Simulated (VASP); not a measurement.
Computed with PBE GGA with D4 dispersion, VASP's PBE PAW potentials (set 64) (plane waves; VASP 6.6.1).

Input for VASP

KPOINTS:
```
Automatic mesh
0
Gamma
9 9 3
0 0 0
```

### INCAR
```
GGA = PE
NELM = 100   # most electronic steps
EDIFFG = -0.02   # ionic stop
ENCUT = 520   # plane-wave cut-off (eV)
LASPH = T   # aspherical one-centre terms
IBRION = 2
ISMEAR = 0   # Gaussian
SYSTEM = BN
LWAVE = F
LREAL = F
IVDW = 13   # D4
EDIFF = 1E-6
NSW = 60   # most ionic steps
PREC = Accurate
LCHARG = F
SIGMA = 0.05   # width (eV)
ISIF = 3
ALGO = Normal
```

POSCAR:
```
BN
1
    1.2538749670    -2.1717755399    -0.0000000000
    1.2538749670     2.1717755399     0.0000000000
    0.0000000000     0.0000000000     6.6564462145
B N
2 2
Direct
  0.3333330000   0.6666670000   0.2500000000
  0.6666670000   0.3333330000   0.7500000000
  0.6666670000   0.3333330000   0.2500000000
  0.3333330000   0.6666670000   0.7500000000
```

POTCAR, in this order: B N (PBE.64 set). Program: vasp_std.

Energy and stress use the plane-wave basis of the starting cell.

Question: Predict the energy per atom (σ→0), dispersion energy, volume per atom.

Answer: 
```
Item                            Value
---------------------  --------------
energy per atom (σ→0)  -8.949 eV/atom
dispersion energy           -0.655 eV
volume per atom         8.87 Å^3/atom
```

File OSZICAR:
```
...
       N       E                     dE             d eps       ncg     rms          rms(c)
DAV:   1    -0.351510856624E+02   -0.46063E-02   -0.34377E-01   576   0.520E+00    0.473E-01
DAV:   2    -0.351433945402E+02    0.76911E-02   -0.11342E-02   636   0.987E-01    0.208E-01
DAV:   3    -0.351414824124E+02    0.19121E-02   -0.37499E-03   684   0.484E-01    0.749E-02
DAV:   4    -0.351412823387E+02    0.20007E-03   -0.47003E-04   724   0.196E-01    0.250E-02
DAV:   5    -0.351412690805E+02    0.13258E-04   -0.86046E-05   684   0.811E-02    0.147E-02
DAV:   6    -0.351412692841E+02   -0.20361E-06   -0.81855E-06   672   0.292E-02
   8 F= -.35796331E+02 E0= -.35796331E+02  d E =-.854887E-03
```

The compound is BN in the hex structure. This run relaxes it. Symmetry was kept, so distortions that lower it aren't found. The start is the result of an earlier pass.
